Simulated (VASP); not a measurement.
A convergence study with VASP on SrO (rock salt): one setting is varied, all else stays as given below, so the limit is that of these other settings.

```xyz
2
Lattice="0.0000 2.5800 2.5800 2.5800 0.0000 2.5800 2.5800 2.5800 0.0000" Properties=species:S:1:pos:R:3 pbc="T T T"
Sr     0.0000     0.0000     0.0000
O      2.5800     2.5800     2.5800
```

Calculation: PBE GGA, VASP's PBE PAW potentials (set 64) (plane waves; VASP). The tightest run used: 700 eV cut-off, 14×14×14 Monkhorst-Pack mesh, Gaussian smearing of 0.050 eV, potentials Sr_sv O.

```tsv
setting	E (eV/atom)	pressure (GPa)	irreducible k-points
1×1×1 mesh	-2.2382	40.63	1
2×2×2 mesh	-6.0771	1.18	2
3×3×3 mesh	-6.0141	2.39	4
```

These are the cheaper rows. Estimate the results at 14×14×14 mesh, and how far the last row shown lies from them.

```
quantity        tightest run  last row shown is off by
--------------  ------------  ------------------------
E (eV/atom)          -6.0263                    0.0122
pressure (GPa)          2.24                      0.15
```

Left out are rungs that failed or repeat a setting and relaxations that didn't move; long series are thinned to 24 rows.

The compound is SrO in the rock salt structure. The cell was not relaxed at this level.
